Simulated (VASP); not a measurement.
The system is OSiClBrH2, in a box.

```xyz
6
Lattice="12.0000 0.0000 0.0000 0.0000 13.0000 0.0000 0.0000 0.0000 12.0000" Properties=species:S:1:pos:R:3 pbc="T T T"
O     7.4560    7.7357    5.6134
Si    6.7475    6.3543    6.0821
Cl    7.0295    4.8710    4.7078
Br    4.5700    6.6256    6.3389
H     7.1515    8.1710    4.8145
H     7.3552    5.9651    7.3601
```

Base run:

```yaml
Program: VASP 6.6.1
Functional: PBE
Potentials_or_basis: VASP PAW PBE potentials, release 64 (O, Si, Cl, Br, H)
Cutoff: 520 eV
k_mesh: 1 × 1 × 1
Occupations: gaussian, width 0.01 eV
Spin: no spin polarisation
```

Its results: gap between the frontier levels 6.21 eV; largest force 0.560 eV/Å.

The run is repeated on the same cell with these changes: functional from PBE to BLYP; further incar settings from ALGO = Normal; EDIFF = 1e-07 to ALGO = Fast; EDIFF = 1e-07. What comes out?

Gap between the frontier levels 6.08 eV; largest force 0.625 eV/Å.

Caveats: the PAW data sets were made with another functional, which shifts forces and pressure a little (some runs).

A k mesh can miss the band edges.

Not every run made on this cell is shown here.
